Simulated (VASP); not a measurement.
Given:

```yaml
crystal:
  lattice:
    - [0.00000, 2.87771, 2.87771]
    - [2.87771, 0.00000, 2.87771]
    - [2.87771, 2.87771, 0.00000]
  atoms:
    - { symbol: Pb, position: [0.00000, 0.00000, 0.00000] }
    - { symbol: F, position: [0.25000, 0.25000, 0.25000] }
    - { symbol: F, position: [0.75000, 0.75000, 0.75000] }
```

Level of theory: LDA (Ceperley-Alder, Perdew-Zunger), VASP's LDA PAW potentials (set 64) (plane waves; VASP 6.6.1). Numerical set-up: 520 eV cut-off, 7×7×7 Γ-centred mesh, Gaussian smearing of 0.050 eV, potentials Pb_d F.

Problem. Give the stress tensor in GPa (positive for a compressed cell).

Solution. 
```
2.81  0.00  0.00
0.00  2.81  0.00
0.00  0.00  2.81
```
The pressure is its mean diagonal, 2.81 GPa.

The compound is PbF2 in the fluorite structure, the β form. This cell is one point of a volume scan, at 0.97 of the reference volume.
